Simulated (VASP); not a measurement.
Given:

```
CELL_PARAMETERS angstrom
      3.87186     0.00000     0.00000
      0.00000     3.87186     0.00000
      0.00000     0.00000     3.87186
ATOMIC_POSITIONS crystal
  Ba 0.00000 0.00000 0.00000
  Ti 0.50000 0.50000 0.50000
  O  0.50000 0.00000 0.50000
  O  0.00000 0.50000 0.50000
  O  0.50000 0.50000 0.00000
```

All values below come from LDA (Ceperley-Alder, Perdew-Zunger), VASP's LDA PAW potentials (set 64) (plane waves; VASP 6.6.1). Settings: 520 eV cut-off, 6×6×6 Γ-centred mesh, Gaussian smearing of 0.050 eV, potentials Ba_sv Ti_sv O.

Unless said otherwise, spin-orbit coupling is left out, though it shifts the bands of the heavy elements here.

Estimate the energy per atom (σ→0), pressure, band gap (on the k-mesh) with the smallest direct gap where there is one.

```json
{
  "band gap (on the k-mesh)": "1.83 eV",
  "smallest direct gap (on the k-mesh)": "1.86 eV",
  "energy per atom (σ→0)": "-8.801 eV/atom",
  "pressure": "135.6 kbar"
}
```

The compound is BaTiO3 in the cubic perovskite structure, the ideal cubic form; the compound distorts at low or room temperature. This cell is one point of a volume scan, at 0.94 of the reference volume.
